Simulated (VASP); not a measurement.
Computed with vdW-DF2, VASP's PBE PAW potentials (set 64) (plane waves; VASP).

VASP ran on this input.

**KPOINTS**
```
K-points
0
Gamma
  6 6 6
```

INCAR:
```
SYSTEM  =  SrTiO3
PREC  =  Accurate; ENCUT  =  520; LREAL  =  .False.
LASPH  =  .True.
EDIFF  =  1E-7; NELM  =  100; ALGO  =  Normal
LMAXMIX  =  4
ISMEAR  =  -5
GGA  =  ML; LUSE_VDW  =  .True.; AGGAC  =  0.0
ZAB_VDW  =  -1.8867
ISIF  =  2
LWAVE  =  .False.; LCHARG  =  .True.; LORBIT  =  11
NEDOS  =  601
LEFG  =  .True.
```

POSCAR:
```
SrTiO3
3.993320
  1.0000000838   0.0000000000   0.0000000000
  0.0000000000   1.0000000838   0.0000000000
  0.0000000000   0.0000000000   1.0000000838
Sr Ti O
1 1 3
Cartesian
  0.0000000000   0.0000000000   0.0000000000
  0.5000000419   0.5000000419   0.5000000419
  0.5000000419   0.0000000000   0.5000000419
  0.0000000000   0.5000000419   0.5000000419
  0.5000000419   0.5000000419   0.0000000000
```

POTCAR, in this order: Sr_sv Ti_sv O (PBE.64 set). Program: vasp_std.

What VASP printed:

OSZICAR:
```
       N       E                     dE             d eps       ncg     rms          rms(c)
DAV:   1     0.461385329119E+03    0.46139E+03   -0.22215E+04   960   0.184E+03
DAV:   2     0.308864323673E+01   -0.45830E+03   -0.45187E+03  1192   0.495E+02
DAV:   3    -0.408929052278E+02   -0.43982E+02   -0.43937E+02  1368   0.151E+02
DAV:   4    -0.429878326054E+02   -0.20949E+01   -0.20942E+01  1384   0.287E+01
DAV:   5    -0.430793722824E+02   -0.91540E-01   -0.91536E-01  1384   0.430E+00    0.258E+01
DAV:   6    -0.305864542678E+02    0.12493E+02   -0.89595E+01  1448   0.774E+01    0.161E+01
DAV:   7    -0.304643108775E+02    0.12214E+00   -0.15233E+01  1192   0.308E+01    0.103E+01
DAV:   8    -0.302242006169E+02    0.24011E+00   -0.16608E+00  1224   0.125E+01    0.437E+00
DAV:   9    -0.302516863168E+02   -0.27486E-01   -0.26813E-01  1280   0.396E+00    0.147E+00
DAV:  10    -0.302311806413E+02    0.20506E-01   -0.13153E-01  1192   0.399E+00    0.430E-01
DAV:  11    -0.302307985536E+02    0.38209E-03   -0.10652E-02  1400   0.702E-01    0.115E-01
DAV:  12    -0.302308236081E+02   -0.25055E-04   -0.65925E-04  1376   0.177E-01    0.942E-02
DAV:  13    -0.302306642540E+02    0.15935E-03   -0.38658E-04  1240   0.278E-01    0.424E-02
DAV:  14    -0.302306573136E+02    0.69404E-05   -0.78848E-05  1344   0.876E-02    0.136E-02
DAV:  15    -0.302306563686E+02    0.94504E-06   -0.19117E-05  1368   0.378E-02    0.331E-03
DAV:  16    -0.302306563288E+02    0.39801E-07   -0.21240E-06  1200   0.127E-02    0.200E-03
DAV:  17    -0.302306563878E+02   -0.59046E-07   -0.44446E-08   648   0.169E-03
   1 F= -.30230656E+02 E0= -.30230656E+02  d E =0.000000E+00
```

### OUTCAR
```
------------------------ aborting loop because EDIFF is reached ----------------------------------------
  FORCE on cell =-STRESS in cart. coord.  units (eV):
  Direction    XX          YY          ZZ          XY          YZ          ZX
  --------------------------------------------------------------------------------------
  Total        0.0100847      0.0100847      0.0100847     -0.0000000     -0.0000000      0.0000000
  in kB        0.2537307      0.2537307      0.2537307     -0.0000000     -0.0000000      0.0000000
  external PRESSURE =       0.2537307 kB  Pullay stress =       0.0000000 kB
  volume of cell :       63.68
      direct lattice vectors                 reciprocal lattice vectors
     3.993320334  0.000000000  0.000000000     0.250418177  0.000000000  0.000000000
     0.000000000  3.993320334  0.000000000     0.000000000  0.250418177  0.000000000
     0.000000000  0.000000000  3.993320334     0.000000000  0.000000000  0.250418177
 POSITION                                       TOTAL-FORCE (eV/Angst)
 -----------------------------------------------------------------------------------
      0.00000      0.00000      0.00000         0.000000      0.000000      0.000000
      1.99666      1.99666      1.99666         0.000000      0.000000      0.000000
      1.99666      0.00000      1.99666         0.000000      0.000000      0.000000
      0.00000      1.99666      1.99666         0.000000      0.000000      0.000000
      1.99666      1.99666      0.00000         0.000000      0.000000      0.000000
 -----------------------------------------------------------------------------------
    total drift:                                0.000000      0.000000     -0.000000
  FREE ENERGIE OF THE ION-ELECTRON SYSTEM (eV)
  ---------------------------------------------------
  free  energy   TOTEN  =       -30.2306563878 eV

  energy  without entropy=      -30.2306563878  energy(sigma->0) =      -30.23065639

 total charge

# of ion       s       p       d       tot
------------------------------------------
    1        1.995   5.809   0.177   7.980
    2        2.206   6.264   1.684  10.154
    3        1.559   3.490   0.000   5.049
    4        1.559   3.490   0.000   5.049
    5        1.559   3.490   0.000   5.049
--------------------------------------------------
tot          8.879  22.543   1.860  33.282

 Electric field gradients after diagonalization (V/A^2)
 (convention: |V_zz| > |V_xx| > |V_yy|)
----------------------------------------------------------------------
 ion       V_xx      V_yy      V_zz     asymmetry (V_yy - V_xx)/ V_zz
----------------------------------------------------------------------
   1      -0.000    -0.000    -0.000      -0.395
   2       0.000    -0.000     0.000      -0.817
   3      -7.897    -7.897    15.794       0.000
   4      -7.897    -7.897    15.794       0.000
   5      -7.897    -7.897    15.794       0.000
```
(Selected blocks of OUTCAR.)

**OUTCAR**
```
 val. band max:        3.5337160763   @ k =   0.5000   0.5000   0.5000

 cond. band min:       5.2884385702   @ k =   0.0000   0.0000   0.0000


 Fermi energy:         3.5442757314

 k-point     1 :       0.0000    0.0000    0.0000
  band No.  band energies     occupation
      1     -53.3933      2.00000
      2     -29.6389      2.00000
      3     -29.5619      2.00000
      4     -29.5619      2.00000
      5     -29.5619      2.00000
      6     -13.5243      2.00000
      7     -12.6279      2.00000
      8     -12.6279      2.00000
      9     -11.5163      2.00000
     10     -11.5163      2.00000
     11     -11.5163      2.00000
     12       0.8719      2.00000
     13       0.8719      2.00000
     14       0.8719      2.00000
     15       2.4967      2.00000
     16       2.4967      2.00000
     17       2.4967      2.00000
     18       3.1576      2.00000
     19       3.1576      2.00000
     20       3.1576      2.00000
     21       5.2884      0.00000
     22       5.2884      0.00000
     23       5.2884      0.00000
     24       7.2930      0.00000

 k-point     2 :       0.1667    0.0000    0.0000
  band No.  band energies     occupation
      1     -53.3931      2.00000
      2     -29.6550      2.00000
      3     -29.5614      2.00000
      4     -29.5614      2.00000
      5     -29.5538      2.00000
      6     -13.5512      2.00000
      7     -12.6479      2.00000
      8     -12.6197      2.00000
      9     -11.5078      2.00000
     10     -11.5078      2.00000
     11     -11.3428      2.00000
     12       0.5513      2.00000
     13       0.8672      2.00000
     14       0.8672      2.00000
     15       2.1972      2.00000
     16       2.1972      2.00000
     17       2.2984      2.00000
     18       2.4811      2.00000
     19       3.0251      2.00000
     20       3.0251      2.00000
     21       5.3188      0.00000
     22       5.7727      0.00000
     23       5.7727      0.00000
     24       7.2950      0.00000
...
```

The compound is SrTiO3 in the cubic perovskite structure, the ideal cubic form; the compound distorts at low or room temperature. It was relaxed first, which changed the volume by +7 %.
